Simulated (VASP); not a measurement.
An input for Quantum ESPRESSO's pw.x (written as the equivalent of a VASP run, and not itself run):

```
&CONTROL
  calculation = 'scf'
  pseudo_dir = './pseudo'
  outdir = './out'
  tprnfor = .true.
  tstress = .true.
/
&SYSTEM
  ibrav = 0
  nat = 1
  ntyp = 1
  ecutwfc = 88
  occupations = 'tetrahedra'
  input_dft = 'vdw-df2-b86r'
/
&ELECTRONS
  conv_thr = 7.3e-09
  electron_maxstep = 100
/
ATOMIC_SPECIES
  Na 22.990 Na.upf
CELL_PARAMETERS angstrom
    -2.0837890    2.0837890    2.0837890
     2.0837890   -2.0837890    2.0837890
     2.0837890    2.0837890   -2.0837890
ATOMIC_POSITIONS crystal
  Na   0.0000000  0.0000000  0.0000000
K_POINTS automatic
  14 14 14 0 0 0
```

**Question.** Translate this input to VASP (INCAR, KPOINTS, POSCAR, choice of POTCAR).

**Answer.** Several could match; the one computed here: 
### INCAR
```
AGGAC = 0.0
ALGO = Normal
EDIFF = 1E-7
ENCUT = 520
GGA = MK
ISIF = 2
ISMEAR = -5
LASPH = .True.
LCHARG = .True.
LORBIT = 11
LREAL = .False.
LUSE_VDW = .True.
LWAVE = .False.
NEDOS = 601
NELM = 100
PARAM1 = 0.1234568
PARAM2 = 0.7114
PREC = Accurate
SYSTEM = Na
ZAB_VDW = -1.8867
```

File KPOINTS:
```
Regular mesh
0
Gamma
14 14 14
```

### POSCAR
```
Na
4.1675780
 -0.5000000105   0.5000000105   0.5000000105
  0.5000000105  -0.5000000105   0.5000000105
  0.5000000105   0.5000000105  -0.5000000105
Na
1
direct
  0.0000000000   0.0000000000   0.0000000000
```

POTCAR, in this order: Na_pv (PBE.64 set). Program: vasp_std.

The two are equivalent in intent, not identical: the potentials are each code's own (VASP's PAW set, PseudoDojo norm-conserving files in pw.x), so ENCUT and ecutwfc are chosen apart and not converted; conv_thr bounds pw.x's estimated SCF error, while EDIFF bounds the energy change between steps.

The compound is Na in the bcc structure. It was relaxed first, which changed the volume by -6 %.
